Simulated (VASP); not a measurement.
Data:

```
ZnO
1.0
    1.57945    -2.73569     0.00000
    1.57945     2.73569     0.00000
    0.00000     0.00000     5.09534
Zn O
2 2
Direct
  0.66667   0.33333   0.50139
  0.33333   0.66667   0.00139
  0.66667   0.33333   0.88061
  0.33333   0.66667   0.38061
```

These are PBE GGA, VASP's PBE PAW potentials (set 64) (plane waves; VASP) values and carry that method's errors. Numerical set-up: 620 eV cut-off, 8×8×5 Γ-centred mesh, Gaussian smearing of 0.050 eV, potentials Zn O.

Problem. Predict the energy per atom (σ→0), pressure.

Solution. 
| Item | Result |
|---|---|
| energy per atom (σ→0) | -4.386 eV/atom |
| pressure | 20.02 GPa |

The absolute energy has meaning only against runs of the same code, potentials and settings.

The compound is ZnO in the wurtzite structure. It was relaxed first under an external pressure of 20 GPa.
